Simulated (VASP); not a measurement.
An input for Quantum ESPRESSO's pw.x (written as the equivalent of a VASP run, and not itself run):

```
&CONTROL
  calculation = 'scf'
  pseudo_dir = './pseudo'
  outdir = './out'
  tprnfor = .true.
  tstress = .true.
/
&SYSTEM
  ibrav = 0
  nat = 2
  ntyp = 1
  ecutwfc = 88
  occupations = 'tetrahedra'
  input_dft = 'vdw-df-cx'
/
&ELECTRONS
  conv_thr = 7.3e-09
  electron_maxstep = 100
/
ATOMIC_SPECIES
  Be 9.012 Be.upf
CELL_PARAMETERS angstrom
     1.1433234   -1.9802941    0.0000000
     1.1433234    1.9802941   -0.0000000
     0.0000000    0.0000000    3.5824903
ATOMIC_POSITIONS crystal
  Be   0.3333330  0.6666670  0.2500000
  Be   0.6666670  0.3333330  0.7500000
K_POINTS automatic
  20 20 11 0 0 0
```

Translate this input to VASP (INCAR, KPOINTS, POSCAR, choice of POTCAR).

This is not unique; one that fits is 
File POSCAR:
```
Be
1.0
  1.1433234229  -1.9802940840   0.0000000000
  1.1433234229   1.9802940840   0.0000000000
  0.0000000000   0.0000000000   3.5824902893
Be
2
Cartesian
  1.1433234229   0.6600993482   0.8956225723
  1.1433234229  -0.6600993482   2.6868677170
```

### INCAR
```
SYSTEM = Be
PREC = Accurate; ENCUT = 520; LREAL = F
LASPH = T
EDIFF = 1E-7; NELM = 100; ALGO = Normal
ISMEAR = -5
GGA = CX; LUSE_VDW = T; AGGAC = 0.0
ISIF = 2
LWAVE = F; LCHARG = T; LORBIT = 11
NEDOS = 601
```

KPOINTS:
```
Regular mesh
0
gamma
20 20 11
```

POTCAR, in this order: Be (PBE.64 set). Program: vasp_std.

What does not carry over: the potentials are each code's own (VASP's PAW set, PseudoDojo norm-conserving files in pw.x), so ENCUT and ecutwfc are chosen apart and not converted; conv_thr bounds pw.x's estimated SCF error, while EDIFF bounds the energy change between steps.

The compound is Be in the hcp structure. It was relaxed first.
